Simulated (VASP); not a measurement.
A run of VASP 6.6.1 is set up as follows.

The input POSCAR:

```
SiC
1.0
    3.0931911696     -0.0000000000     -0.0000000000
   -1.5465955798      2.6787821335      0.0000000000
   -0.0000000000      0.0000000000     10.1265812101
  Si              C
     4     4
Direct
     0.6666666699999979    0.3333333300000021    0.9378461793464683
     0.3333333300000021    0.6666666699999979    0.4378461793464683
     0.0000000000000000    0.0000000000000000    0.6878980636266611
     0.0000000000000000    1.0000000000000000    0.1878980636266611
     0.6666666699999979    0.3333333300000021    0.7498074223887478
     0.3333333300000021    0.6666666699999979    0.2498074223887478
     0.0000000000000000    0.0000000000000000    0.5004473346381301
     0.0000000000000000    0.0000000000000000    0.0004473346381300
```

The input INCAR.step1:

```
SYSTEM = SiC
PREC = Accurate
ENCUT = 600
EDIFF = 1E-8
ISMEAR = 0
SIGMA = 0.03
LREAL = .FALSE.
LASPH = .TRUE.
NELM = 80
ALGO = Normal
ISIF = 3
LWAVE = .FALSE.
LCHARG = .FALSE.
GGA = PE
KPAR = 2
IBRION = 2
NSW = 40
EDIFFG = -0.002
```

Contents of INCAR.step2:

```
SYSTEM = SiC
PREC = Accurate
ENCUT = 600
EDIFF = 1E-8
ISMEAR = 0
SIGMA = 0.03
LREAL = .FALSE.
LASPH = .TRUE.
NELM = 80
ALGO = Normal
ISIF = 2
LWAVE = .FALSE.
LCHARG = .FALSE.
GGA = PE
KPAR = 2
IBRION = 6
NFREE = 2
POTIM = 0.015
NSW = 1
LEPSILON = .TRUE.
```

The input KPOINTS:

```
Automatic mesh
0
G
  15 15 4
  0 0 0
```

Potentials or basis: VASP PAW PBE potentials, release 64 (Si, C).

Command:

```console
$ cat potpaw_PBE.64/Si/POTCAR potpaw_PBE.64/C/POTCAR > POTCAR
$ cp INCAR.step1 INCAR
$ mpirun -np 2 vasp_std > vasp.out
$ cp CONTCAR POSCAR
$ cp INCAR.step2 INCAR
$ mpirun -np 2 vasp_std > vasp.out
```

(1) Estimate the electronic dielectric tensor (diagonal).

(2) What does it give for the Born charges (mean of the diagonal)?

(3) Predict the highest phonon frequency at Γ, LO-TO splitting left out.

Answers

(1) 7.02, 7.02, 7.32.

(2) Si +2.65, +2.74; C -2.70, -2.69 e.

(3) 895 cm⁻¹.
